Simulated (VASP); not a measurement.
Calculation: PBE GGA, VASP's PBE PAW potentials (set 64) (plane waves; VASP).

The input files of a VASP run:

**INCAR**
```
LMAXMIX=6   # l cut-off of mixed one-centre charges
GGA=PE   # PBE
PREC=Accurate
LCHARG=.FALSE.
NELM=100   # most electronic steps
ISMEAR=1
SIGMA=0.1   # width (eV)
EDIFF=1E-6
LASPH=.TRUE.   # aspherical one-centre terms
ISIF=2   # forces and stress, cell fixed
NBANDS=10
ALGO=Normal   # blocked Davidson
ENCUT=520
LREAL=.FALSE.
SYSTEM=HfB2
LWAVE=.FALSE.
```

### POSCAR
```
HfB2
1
    1.5700000000    -2.7193200000     0.0000000000
    1.5700000000     2.7193200000     0.0000000000
    0.0000000000     0.0000000000     3.4800000000
Hf B
1 2
Direct
  0.0000000000   0.0000000000   0.0000000000
  0.3333330000   0.6666670000   0.5000000000
  0.6666670000   0.3333330000   0.5000000000
```

KPOINTS:
```
Regular mesh
0
G
  10 10 8
```

POTCAR, in this order: Hf_pv B (PBE.64 set). Program: vasp_std.

Problem. What will the output report for the number of irreducible k-points (NKPTS), largest plane-wave count, number of space-group operations, FFT grid (NGX, NGY, NGZ)?

Solution. 
```
Quantity                                       Value
--------------------------------------  ------------
number of irreducible k-points (NKPTS)            70
largest plane-wave count                         816
number of space-group operations                  24
FFT grid (NGX, NGY, NGZ)                24 × 24 × 28
```

The compound is HfB2 in the AlB2 type structure. The cell was not relaxed at this level. The run is one of a series of settings (NBANDS = 10 against the base run), some of them coarse on purpose.
